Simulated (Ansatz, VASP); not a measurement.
# Ti (Titanium): VASP beside Ansatz, part 2 of 2

Wanted: the spread between two codes on one cell, functional and k mesh. The cell is taken from a series of runs on this material, whose earlier steps may have relaxed, scaled, displaced or heated it; both programs get it as it stands.

VASP 6.6.1 and Ansatz 0.2.0.

So far: The starting structure; VASP: zone-centre phonons, LDA.

**3. Ansatz: zone-centre phonons, LDA**

Level of this step: Ansatz beside VASP: Kohn-Sham DFT, plane waves, LDA (Ansatz).

Ansatz runs on its PAW soft_1 files.

The same cell, functional (in two slightly different forms), mesh and smearing now go to Ansatz, which takes its cutoff from its data sets.

Contents of input.yaml:

```yaml
crystal:
  lattice:
    - [2.8729703071, 0.0, 0.0]
    - [-1.4364851536, 2.4880652702, 0.0]
    - [0.0, 0.0, 4.4886540358]
  atoms:
    - { symbol: Ti, position: [0.3333335903, 0.6666664097, 0.25] }
    - { symbol: Ti, position: [0.6666664097, 0.3333335903, 0.75] }
kpoints:
  mp_grid: { grid: [18, 18, 12] }
hamiltonian:
  xc: lda
  pseudopotentials: { kind: paw, azcp: { folder: soft_1 }, xc_functional: pbe }
scf:
  occupations: { method: methfessel_paxton, width: 0.2 }
output:
  eigenvalues: true
phonons:
  method: dfpt
```

On the command line:

```console
$ ansatz run input.yaml --threads 4 --pin off --max-ram 10240MiB --backend cpu --events-out ev --progress --plain --runs-dir out
```

Numbers of over 12 decimals in the logs are rounded to 6 here.

What it wrote:

```text
Warning: the atoms were moved onto the symmetric positions of the space group found under crystal.symmetry.tolerance 1.0e-5 (fractional; no operation is sought that the atoms, as they stand in a round, miss by more than twice it, and no atom is moved by as much as it), and the run uses the moved positions. Before a round's move an operation carried an atom to 2.21e-6 Å from where it should land, the largest such dist [...]
zone centre: on kpoints.mp_grid the ground state, and the responses unless they are solved on pairs of k-points, stand on 637 of the mesh's 3888 k-points, reduced under 4 symmetry operations, with k and −k counted as one. Each operation leaves every solved displacement unchanged or reverses it
Engine: ansatz 0.2.0, x86_64-unknown-linux-gnu
Pseudopotentials: kind: paw
Pseudopotential: Ti, paw, valence charge 12, recommended cutoff 420 eV (normal), soft_1/Ti.paw.azcp
Functional definition: SPW92
  exchange = slater_x
  correlation = pw_c
Crystal: 2 atoms, lattice volume = 32.086 Å³
Basis set: ecut = 420 eV, 627 PW (Γ), exchange–correlation on 40×40×64 points (8 copies of the dense FFT grid, shifted against one another)
Bands: 16, of which v1, the nominal top of the filled ones, is band 12 counted from 1 (11 counted from 0)
Symmetry: 24 space group operations
k-points: 637 of 3888 (irreducible under 4 space group operations, time reversal used)
Non-local potential: Ti, projectors of the file, l = 0: 3, l = 1: 2, l = 2: 3, l = 3: 1
PAW form: soft (Blöchl's): semilocal exchange-correlation on the pseudo side does not see the compensation charge
PAW frozen core: Ti, regenerated for the run's functional, and the local potential with it (the file was generated under x = pbe(κ = 0.804, μ = 0.219515), c = pbe(β = 0.066725))
PAW one-centre angular grid: Ti, 590 points (default); XC on 64 Gauss nodes
Initial density: superposition of atomic densities (chi_scale 0.1, normalization cell)
Initial wavefunctions: pseudopotential atomic-orbital guess
Functional: x = slater, c = lda
SCF iter   1: F=—  HF=-4901.025317 eV  |F-HF|=—  |Δ(HF+E_count)|=         —  Δρ=6.12e-2  dr2=1.19e0  ethr=3.10e-3  ⟨swp⟩=4.4  Hψ=90204  notcnv=0
automatic band count: the SCF goes on with 20 bands, as 16 were too few: they end inside the smearing window of the response
preconditioner: auto → none  [metal: Δε(μ)=0.008 eV  Ē_g=4.821 eV  σ=0.200 eV  W_gap=0.03  n_scr=8 (ndim 8)  ℏωp=18.5 eV  f_vac=0.000  D(μ)=1.57/eV (n_scr^D=22)  sad-step TF]
SCF iter   2: F=—  HF=-4900.747064 eV  |F-HF|=—  |Δ(HF+E_count)|=   2.78e-1  S|Δr|=    0.00e0  Δρ=3.45e-2  dr2=3.98e-1  ethr=3.10e-3  ⟨swp⟩=2.0  Hψ=21461  notcnv=0  defer=878
SCF iter   3: F=—  HF=-4900.614081 eV  |F-HF|=—  |Δ(HF+E_count)|=   1.33e-1  S|Δr|=    0.00e0  Δρ=1.24e-3  dr2=2.98e-4  ethr=1.66e-3  ⟨swp⟩=2.8  Hψ=21868  notcnv=0  defer=878
SCF iter   4: F=—  HF=-4900.614124 eV  |F-HF|=—  |Δ(HF+E_count)|=   4.36e-5  S|Δr|=    0.00e0  Δρ=1.08e-4  dr2=2.25e-6  ethr=1.24e-6  ⟨swp⟩=2.7  Hψ=22292  notcnv=0  defer=840
SCF iter   5: F=—  HF=-4900.614130 eV  |F-HF|=—  |Δ(HF+E_count)|=   5.17e-6  S|Δr|=    0.00e0  Δρ=5.62e-5  dr2=6.96e-7  ethr=9.36e-9  ⟨swp⟩=2.0  Hψ=20312  notcnv=0  defer=840
SCF iter   6: F=—  HF=-4900.614129 eV  |F-HF|=—  |Δ(HF+E_count)|=   2.13e-7  S|Δr|=    0.00e0  Δρ=8.77e-6  dr2=1.22e-8  ethr=2.90e-9  ⟨swp⟩=3.0  Hψ=19645  notcnv=0  defer=840
SCF iter   7: F=—  HF=-4900.614129 eV  |F-HF|=—  |Δ(HF+E_count)|=   5.55e-9  S|Δr|=    0.00e0  Δρ=8.42e-7  dr2=1.39e-10  ethr=5.09e-11  ⟨swp⟩=3.0  Hψ=20134  notcnv=0  defer=840
SCF iter   8: F=-4900.614129 eV  HF=-4900.614129 eV  |F-HF|=2.73e-12  |Δ(HF+E_count)|=  7.82e-11  S|Δr|=    0.00e0  Δρ=2.50e-8  dr2=8.86e-14  ethr=1.00e-12  ⟨swp⟩=8.8  Hψ=50183  notcnv=0
SCF 1 converged in 8 iterations: F = -4900.614129 eV  dr2 = 8.86e-14
  greatest PAW one-centre occupation: 0.998 electrons in one spin orbital (limit 2), on the Ti atom at site 1 (counted from 0), in its partial waves of l = 0
DFPT response loops at Γ: preconditioner auto → Kerker (q_TF=auto, 2.599 Å⁻¹) (partly filled bands, converged f_vac=0.000); β = 1.00, the filter's whole step (`scf.mixing.beta` (0.50) is not read by the response loops under this deck's `scf.mixing.preconditioner`; to damp them name `kerker` or `kerker_dos`, under which they read `scf.mixing.beta`, and type it under 1.00, their step now; both keys bind the ground state too); Broyden in place of MSR1
SCF converged after 8 iterations
Stability not checked: this state was not tested for a lower state beside it, because cold or Methfessel-Paxton smearing, or corrected tetrahedra, fill the levels in a way that the test cannot read (fill_not_monotonic; see scf.lower_state_search)
Free energy (F): -4900.614129 eV
Harris-Foulkes:  -4900.614129 eV  (|F-HF|=2.73e-12)
Internal energy: -4900.617921 eV  (E = F + TS)
E sigma→0 (E₀):  -4900.615077 eV
Entropy (-TS):   0.003792 eV (1.896 meV/atom)
Fermi energy:    14.270657 eV
Step filling:    the computed levels leave a gap of 0.0000 eV = 0.0 smearing widths at the electron count; against every level under it full and every level over it empty, smearing changes F+E_penalty+E_count by +1.599 meV and its σ→0 estimate by +0.651 meV
--- Per-component energies (eV) ---
  E_band       = -286.666221
  E_kinetic    = 565.986278
  E_local      = -1667.394769  (includes V_loc(G=0)·N_el)
  E_nonlocal   = 130.248002
  E_hartree    = 663.563638
  E_xc         = -231.319451
  E_vxc        = -291.471224  (∫ρ·V_xc dr)
  E_paw        = -1988.491793  (= ΣΔE_a)
  E_vpaw       = -351.161643  (= ΣTr[D̂ρ^β])
  E_aug_tail   = -0.000155  (compensation charges beyond the density's cutoff)
  E_ewald      = -2373.861574
  E_core_change = 0.651901  (= ΣΔE_core)
  E_smearing   = 0.003792  (= −TS)
  E_closure    = -0.000000  (closes the sum)
  Σ components = -4900.614129   (vs F -4900.614129, Δ=0.00e0)
--- Band table (eV; the first three rows and the last of 637) ---
  k-point 0: bands = [... 8 lower, 7.9872, 11.3826, 15.0215, 15.0215, 15.2771, 15.4934, 15.6099, 15.6099, ... 4 higher]
  k-point 1: bands = [... 8 lower, 8.0519, 11.3684, 14.9800, 14.9800, 15.2396, 15.3619, 15.5691, 15.5691, ... 4 higher]
  k-point 2: bands = [... 8 lower, 8.2427, 11.3105, 14.8972, 14.8972, 15.0376, 15.1314, 15.4593, 15.4593, ... 4 higher]
  k-point 636: bands = [... 8 lower, 12.1304, 12.1304, 13.6638, 13.6638, 14.1678, 14.1678, 15.9106, 15.9106, ... 4 higher]
--- Phonons (Γ-DFPT): 2 representative perturbations + reference, on 637 of 3888 k-points (Σ response iterations 6) ---
  k mesh reduced under 4 symmetry operations, with k and −k counted as one. Each operation leaves every solved displacement unchanged or reverses it
  ASR residual: 1.131e-5 → 0.000e0 eV/Å²; symmetrization residual: 4.452e-10 eV/Å²
  ASR residual per site (eV/Å²): 1.13e-5 1.13e-5
  Γ frequencies (cm⁻¹): 0.00 0.00 0.00 115.13 115.13 214.69
  non-analytic LO–TO correction: not included (Born effective charges unavailable; polar crystals: no LO–TO splitting at Γ)
```

**4. Comparison**

Known differences besides the potentials themselves: the two LDA forms differ slightly; the cutoff is 420 eV in Ansatz and 500 eV in VASP; VASP's log shows a relativistic correction to its local exchange, Ansatz's none. Total energies have different zeros and are not compared.

Compared:

| quantity | Ansatz | VASP | difference |
| --- | --- | --- | --- |
| optical mode 1 to 2 (cm⁻¹) | 115.1 | 115.3 | -0.15 % |
| optical mode 3 (cm⁻¹) | 214.7 | 218.1 | -1.55 % |

Modes are paired by rising frequency, not by their patterns, so a pair may set unlike modes beside each other; they are those without the splitting of longitudinal modes.

**5. Summary of results**

```
r.m.s. difference of the optical zone-centre modes, each program's sorted by frequency (zone-centre phonons, LDA) : 2.0 cm⁻¹
difference in optical mode 3 (zone-centre phonons, LDA)                                                           : -1.6 %
```

What this shows: The r.m.s. difference of the optical zone-centre modes, each program's sorted by frequency is 2.0 cm⁻¹ (zone-centre phonons, LDA). Among the rows given in per cent, the largest difference of the zone-centre phonons, LDA pair is in optical mode 3, -1.6 %. Such differences can come from data sets, numerical settings and the points named under the comparisons, not from the functional's error against experiment.

[Lines on the potential files, build, host, timing and source positions are cut from VASP's logs without a mark.]

[Logs are printed without paths, hosts, clocks, repeated set-up lines and the standing remarks that a program may print on its own settings, such as how far it seeks lower states.]

[Hosts, paths, dates, database ids (printed as entryN), source tags and the programs' standing remarks are cut or masked in the printed files.]
